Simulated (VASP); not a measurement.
Calculation: PBE GGA, VASP's PBE PAW potentials (set 64) (plane waves; VASP).

The input files of a VASP run:

**INCAR**
```
ALGO  =  Normal
EDIFF  =  1E-6
ENCUT  =  400
GGA  =  PE
ISIF  =  2
ISMEAR  =  1
LASPH  =  .True.
LCHARG  =  .False.
LMAXMIX  =  4
LREAL  =  .False.
LWAVE  =  .False.
NELM  =  100
PREC  =  Accurate
SIGMA  =  0.1
SYSTEM  =  Zn
```

KPOINTS:
```
Automatic mesh
0
Gamma
 10 10 5
0 0 0
```

**POSCAR**
```
Zn
1
    1.3553630000    -2.3352460000     0.0000000000
    1.3553630000     2.3352460000     0.0000000000
    0.0000000000     0.0000000000     4.8150170000
Zn
2
Direct
  0.3333330000   0.6666670000   0.2500000000
  0.7004800000   0.3671460000   0.7500000000
```

POTCAR, in this order: Zn (PBE.64 set). Program: vasp_std.

### Question
What will the output report for the number of irreducible k-points (NKPTS), number of bands (NBANDS), largest plane-wave count, number of space-group operations, FFT grid (NGX, NGY, NGZ)?

### Answer

```
Property                                       Value
--------------------------------------  ------------
number of irreducible k-points (NKPTS)           156
number of bands (NBANDS)                          16
largest plane-wave count                         578
number of space-group operations                   4
FFT grid (NGX, NGY, NGZ)                18 × 18 × 32
```

The compound is Zn in the hcp structure. The cell was not relaxed at this level, atoms are displaced from their ideal sites. The run is one of a series of settings (KPOINTS 10×10×5 Γ-centred mesh against the base run), some of them coarse on purpose.
